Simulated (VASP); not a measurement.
A convergence study with VASP on MoSe₂: one setting is varied, all else stays as given below, so the limit is that of these other settings.

```yaml
crystal:
  lattice:
    - [3.27355, 0.00000, 0.00000]
    - [-1.63678, 2.83498, 0.00000]
    - [0.00000, 0.00000, 23.75191]
  atoms:
    - { symbol: Mo, position: [0.66667, 0.33333, 0.36459] }
    - { symbol: Mo, position: [0.33333, 0.66667, 0.63541] }
    - { symbol: Se, position: [0.66667, 0.33333, 0.70529] }
    - { symbol: Se, position: [0.33333, 0.66667, 0.43446] }
    - { symbol: Se, position: [0.33333, 0.66667, 0.29471] }
    - { symbol: Se, position: [0.66667, 0.33333, 0.56554] }
```

Computed with PBEsol GGA, VASP's PBE PAW potentials (set 64) (plane waves; VASP). The tightest run used: 300 eV cut-off, 22×22×1 Γ-centred mesh, Fermi-Dirac smearing of 0.050 eV, potentials Mo_sv Se.

```json
[
 {"setting": "2×2×1 mesh", "E (eV/atom)": "-6.9091", "irreducible k-points": "2"},
 {"setting": "3×3×1 mesh", "E (eV/atom)": "-7.2206", "irreducible k-points": "3"},
 {"setting": "4×4×1 mesh", "E (eV/atom)": "-7.2246", "irreducible k-points": "4"}
]
```

**Question.** These are the cheaper rows. Estimate the results at 22×22×1 mesh, and how far the last row shown lies from them.

**Answer.** 
```json
[
 {"quantity": "E (eV/atom)", "tightest run": "-7.2044", "last row shown is off by": "-0.0202"}
]
```

Left out are rungs that failed or repeat a setting and relaxations that didn't move; long series are thinned to 24 rows.

The cell is a sheet or thin cut with vacuum, built from a generated structure.
